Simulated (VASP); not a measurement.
## FeGe (relaxed from the WC structure, space group P-6m2): computed properties

These are r2SCAN meta-GGA, VASP's PBE PAW potentials (set 64) (plane waves; VASP 6.6.1) values and carry that method's errors.

```yaml
space_group: P-6m2 (187)
cell: a = 2.9829 Å, b = 2.9829 Å, c = 3.4688 Å, α = 90.00°, β = 90.00°, γ = 120.00°
volume_per_atom: 13.36 Å³/atom
band gap (over mesh and band path): none (metal, semimetal or under 0.01 eV)
cell_moment: 1.86 μB
density: 7.98 g/cm³
```

```yaml
crystal:
  lattice:
    - [2.98290, 0.00000, 0.00000]
    - [-1.49145, 2.58327, 0.00000]
    - [0.00000, 0.00000, 3.46878]
  atoms:
    - { symbol: Fe, position: [0.00000, 0.00000, 0.00000], spin: 2.0 }
    - { symbol: Ge, position: [0.66667, 0.33333, 0.50000], spin: -0.1 }
```

The structure was generated: FeGe was put into the WC type (P-6m2), which need not be its known phase. It was relaxed first, which changed the volume by -8 %. Symmetry was kept, so distortions that lower it aren't found.
